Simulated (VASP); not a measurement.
Level of theory: PBEsol GGA, VASP's PBE PAW potentials (set 64) (plane waves; VASP).

The input files of a VASP run:

INCAR:
```
SIGMA = 0.1   # width (eV)
ISIF = 3
PREC = Accurate
ISMEAR = 1
GGA = PS
EDIFF = 1E-6
NSW = 40   # most ionic steps
LASPH = T
LREAL = F   # projection in real space or not
EDIFFG = -0.02
NELM = 100   # most electronic steps
IBRION = 2   # conjugate gradients
PSTRESS = 300   # kbar
SYSTEM = Al
LCHARG = F
ENCUT = 500   # plane-wave cut-off (eV)
LWAVE = F
ALGO = Normal   # blocked Davidson
```

### POSCAR
```
Al
1
   -0.0000000000     1.8654342414     1.8654342414
    1.8654342414     0.0000000000     1.8654342414
    1.8654342414     1.8654342414    -0.0000000000
Al
1
Direct
  0.0000000000   0.0000000000   0.0000000000
```

KPOINTS:
```
kpoints
0
Gamma
17 17 17
0 0 0
```

POTCAR, in this order: Al (PBE.64 set). Program: vasp_std.

Output of the run:

OSZICAR:
```
       N       E                     dE             d eps       ncg     rms          rms(c)
DAV:   1    -0.158564984346E+01   -0.15856E+01   -0.90439E+02  1750   0.322E+02
DAV:   2    -0.386969239255E+01   -0.22840E+01   -0.21809E+01  2085   0.332E+01
DAV:   3    -0.388709408049E+01   -0.17402E-01   -0.17356E-01  2120   0.352E+00
DAV:   4    -0.388714859926E+01   -0.54519E-04   -0.54519E-04  2170   0.189E-01
DAV:   5    -0.388714885275E+01   -0.25348E-06   -0.25260E-06  2255   0.111E-02    0.195E+00
DAV:   6    -0.386471754896E+01    0.22431E-01   -0.10581E-03  1900   0.226E-01    0.109E+00
DAV:   7    -0.384982674473E+01    0.14891E-01   -0.32078E-03  1775   0.380E-01    0.247E-01
DAV:   8    -0.384979148600E+01    0.35259E-04   -0.33226E-05  2340   0.587E-02    0.643E-02
DAV:   9    -0.384979105921E+01    0.42679E-06   -0.26729E-07  1775   0.541E-03
   1 F= -.14188160E+01 E0= -.14187609E+01  d E =-.141882E+01
       N       E                     dE             d eps       ncg     rms          rms(c)
DAV:   1    -0.384145540865E+01    0.83361E-02   -0.45780E-04  2070   0.153E-01    0.225E-02
DAV:   2    -0.384145372745E+01    0.16812E-05   -0.25560E-06  1820   0.145E-02    0.756E-03
DAV:   3    -0.384145295464E+01    0.77281E-06   -0.25892E-07  1140   0.350E-03
   2 F= -.14188036E+01 E0= -.14187561E+01  d E =0.123953E-04
       N       E                     dE             d eps       ncg     rms          rms(c)
DAV:   1    -0.384622578563E+01   -0.47721E-02   -0.15045E-04  2025   0.872E-02    0.141E-02
DAV:   2    -0.384622468529E+01    0.11003E-05   -0.77943E-07  1615   0.816E-03    0.516E-03
DAV:   3    -0.384622382988E+01    0.85541E-06   -0.92773E-08   965   0.219E-03
   3 F= -.14188342E+01 E0= -.14187823E+01  d E =-.181553E-04
```

OUTCAR:
```
------------------------ aborting loop because EDIFF is reached ----------------------------------------
  FORCE on cell =-STRESS in cart. coord.  units (eV):
  Direction    XX          YY          ZZ          XY          YZ          ZX
  --------------------------------------------------------------------------------------
  Total        2.4277329      2.4277329      2.4277329     -0.0000000     -0.0000000      0.0000000
  in kB      300.0424192    300.0424192    300.0424192     -0.0000000     -0.0000000      0.0000000
  external PRESSURE =       0.0424192 kB  Pullay stress =     300.0000000 kB
  volume of cell :       12.96
      direct lattice vectors                 reciprocal lattice vectors
     0.000000000  1.864516696  1.864516696    -0.268166008  0.268166008  0.268166008
     1.864516696 -0.000000000  1.864516696     0.268166008 -0.268166008  0.268166008
     1.864516696  1.864516696  0.000000000     0.268166008  0.268166008 -0.268166008
 POSITION                                       TOTAL-FORCE (eV/Angst)
 -----------------------------------------------------------------------------------
      0.00000      0.00000      0.00000         0.000000     -0.000000      0.000000
 -----------------------------------------------------------------------------------
    total drift:                               -0.000000     -0.000000     -0.000000
  FREE ENERGIE OF THE ION-ELECTRON SYSTEM (eV)
  ---------------------------------------------------
  free  energy   TOTEN  =        -3.8462238299 eV

  energy  without entropy=       -3.8460683233  energy(sigma->0) =       -3.84617199
  enthalpy is  TOTEN    =        -1.4188341683 eV   P V=        2.4273896616

 reached required accuracy - stopping structural energy minimisation
```
(Selected blocks of OUTCAR.)

CONTCAR:
```
Al
   1.00000000000000
     0.0000000000000000    1.8645166959830062    1.8645166959830062
     1.8645166959830062   -0.0000000000000000    1.8645166959830062
     1.8645166959830062    1.8645166959830062    0.0000000000000000
  Al
     1
Direct
     0.0000000000000000    0.0000000000000000    0.0000000000000000
```

The compound is Al in the fcc structure. This run relaxes it under an external pressure of 30 GPa. Symmetry was kept, so distortions that lower it aren't found.
